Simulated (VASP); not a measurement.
Calculation: PBE GGA, VASP's PBE PAW potentials (set 64) (plane waves; VASP).

The input files of a VASP run:

INCAR:
```
SYSTEM = V
PREC = Accurate; ENCUT = 300; LREAL = F
LASPH = T
EDIFF = 1E-6; NELM = 100; ALGO = Normal
LMAXMIX = 4
ISMEAR = 0; SIGMA = 0.136
GGA = PE
ISIF = 2
LWAVE = F; LCHARG = F
```

**POSCAR**
```
V
1
   -1.4976180000     1.4976180000     1.4976180000
    1.4976180000    -1.4976180000     1.4976180000
    1.4976180000     1.4976180000    -1.4976180000
V
1
Direct
  0.0000000000   0.0000000000   0.0000000000
```

**KPOINTS**
```
Automatic mesh
0
Gamma
20 20 20
0 0 0
```

POTCAR, in this order: V_sv (PBE.64 set). Program: vasp_std.

Problem. What does the run give for the energy per atom (σ→0), band gap (on the k-mesh)?

Solution. 
```json
{
  "energy per atom (σ→0)": "-8.997 eV/atom",
  "band gap (on the k-mesh)": "none (metal, semimetal or under 0.01 eV)"
}
```

### OSZICAR
```
...
DAV:   6    -0.903317259140E+01    0.13495E+01   -0.54586E+00  5146   0.345E+01    0.178E+00
DAV:   7    -0.901272315671E+01    0.20449E-01   -0.13613E-02  5150   0.139E+00    0.979E-01
DAV:   8    -0.900466635755E+01    0.80568E-02   -0.60067E-03  5152   0.128E+00    0.501E-02
DAV:   9    -0.900467462446E+01   -0.82669E-05   -0.36847E-05  5158   0.892E-02    0.270E-02
DAV:  10    -0.900468897541E+01   -0.14351E-04   -0.40955E-06  5036   0.221E-02    0.112E-03
DAV:  11    -0.900468726680E+01    0.17086E-05   -0.54621E-08  2566   0.358E-03    0.101E-03
DAV:  12    -0.900468661741E+01    0.64939E-06   -0.12704E-08  2566   0.164E-03
   1 F= -.90046866E+01 E0= -.89966262E+01  d E =-.161208E-01
```

The structure comes from a computed database's V entry; how it stands against other phases isn't given here. The cell was not relaxed at this level, and its volume differs by -5.9 % from the start's. The run is not spin-polarised, so no magnetic state was tried.
